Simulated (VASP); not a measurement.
Given:

```yaml
crystal:
  lattice:
    - [3.89734, 0.00000, 0.00000]
    - [0.00000, 3.89734, 0.00000]
    - [0.00000, 0.00000, 3.89734]
  atoms:
    - { symbol: Dy, position: [0.00000, 0.00000, 0.00000] }
    - { symbol: Bi, position: [0.50000, 0.50000, 0.50000] }
```

The numbers are results of optB88-vdW, VASP's PBE PAW potentials (set 64) (plane waves; VASP 6.6.1), not measurements. Settings: 400 eV cut-off, 9×9×9 Γ-centred mesh, first-order Methfessel-Paxton smearing of 0.10 eV, potentials Dy_3 Bi_d.

The 4f electrons are frozen in the core of the lanthanide potential, so 4f levels, which can set the real gap, and their magnetism are missing.

Problem. Give the stress tensor in GPa (positive for a compressed cell).

Solution. 
```
-1.37   0.00   0.00
 0.00  -1.37   0.00
 0.00   0.00  -1.37
```
The pressure is its mean diagonal, -1.37 GPa.

The structure was generated: DyBi was put into the CsCl type (Pm-3m), which need not be its known phase. The cell was not relaxed at this level. The run is one of a series of settings (AGGAC = 0.0, GGA = BO, LUSE_VDW = .TRUE., PARAM1 = 0.1833333333, PARAM2 = 0.22 against the base run), some of them coarse on purpose.
